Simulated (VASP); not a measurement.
**Be3Se2S: density of states with PBE**

Be3Se2S:

```xyz
6
Lattice="3.5939 0.0000 0.0000 -1.7970 3.1124 0.0000 0.0000 0.0000 8.8010" Properties=species:S:1:pos:R:3 pbc="T T T"
Be    1.7970    1.0375    8.1548
Be    0.0000    2.0749    2.1103
Be    0.0000    0.0000    5.1331
Se    1.7970    1.0375    5.9066
Se    0.0000    0.0000    2.8951
S     0.0000    2.0749    0.0025
```

The cell was built by a generator and needn't be a form met in nature.

```json
{
 "Program": "VASP 6.6.1",
 "Task": "density of states",
 "Functional": "PBE",
 "Potentials or basis": "VASP PAW PBE potentials, release 64 (Be, Se, S)",
 "Cutoff": "520 eV",
 "k mesh": "8 × 8 × 4",
 "Occupations": "gaussian, width 0.03 eV",
 "Spin": "no spin polarisation",
 "k mesh for the DOS": "12 × 12 × 6",
 "Occupations for the DOS": "tetrahedron",
 "Further INCAR settings": "ALGO = Fast; EDIFF = 1e-06"
}
```

The valence electrons inside the program's atomic spheres are Be 0.92, 1.01, 1.00; Se 3.99; S 3.79.

Levels at points of the mesh, in eV from the valence-band top:
```csv
k point,band 8,band 9,band 10,band 11,band 12,band 13,band 14,band 15,band 16
"(0.00, 0.00, 0.00)",-0.67,-0.67,-0.24,0.00,0.00,4.03,4.70,4.80,4.99
"(0.50, 0.00, 0.00)",-2.89,-2.40,-2.23,-1.82,-1.47,2.60,4.19,4.61,4.81
"(0.00, 0.00, 0.50)",-1.60,-0.51,-0.51,-0.17,-0.17,4.13,4.71,4.84,5.34
"(0.50, 0.00, 0.50)",-3.22,-2.84,-2.20,-1.23,-1.14,3.34,3.64,4.41,5.45
```

States per cell in windows of 1 eV (zero at the valence-band top; states under -8 eV left out):
| from (eV) | total | S6_p | Se4_p | Se5_p | Be1_p | Be3_p | Be2_p |
| --- | --- | --- | --- | --- | --- | --- | --- |
| -8.0 | 0.00 | 0.00 | 0.00 | 0.00 | 0.00 | 0.00 | 0.00 |
| -7.0 | 0.00 | 0.00 | 0.00 | 0.00 | 0.00 | 0.00 | 0.00 |
| -6.0 | 1.68 | 0.27 | 0.14 | 0.13 | 0.03 | 0.02 | 0.03 |
| -5.0 | 3.41 | 0.42 | 0.39 | 0.37 | 0.05 | 0.05 | 0.05 |
| -4.0 | 3.28 | 0.55 | 0.36 | 0.37 | 0.12 | 0.08 | 0.11 |
| -3.0 | 4.55 | 0.75 | 0.62 | 0.61 | 0.18 | 0.19 | 0.17 |
| -2.0 | 3.86 | 0.40 | 0.74 | 0.74 | 0.11 | 0.19 | 0.16 |
| -1.0 | 1.22 | 0.09 | 0.27 | 0.30 | 0.02 | 0.05 | 0.06 |
| 0.0 | 0.00 | 0.00 | 0.00 | 0.00 | 0.00 | 0.00 | 0.00 |
| 1.0 | 0.00 | 0.00 | 0.00 | 0.00 | 0.00 | 0.00 | 0.00 |
| 2.0 | 0.08 | 0.00 | 0.00 | 0.00 | 0.01 | 0.00 | 0.00 |
| 3.0 | 0.93 | 0.01 | 0.01 | 0.01 | 0.07 | 0.04 | 0.04 |
| 4.0 | 3.44 | 0.05 | 0.04 | 0.03 | 0.22 | 0.19 | 0.16 |
| 5.0 | 3.20 | 0.09 | 0.06 | 0.06 | 0.18 | 0.17 | 0.17 |
| 6.0 | 0.32 | 0.02 | 0.01 | 0.01 | 0.02 | 0.01 | 0.01 |
| 7.0 | 0.02 | 0.00 | 0.00 | 0.00 | 0.00 | 0.00 | 0.00 |

Run time: 110 s on 2 MPI ranks on Intel(R) Xeon(R) Platinum 8259CL CPU @ 2.50GHz (Skylake/Cascade Lake), on a shared host, peak memory 0.31 GiB a rank.
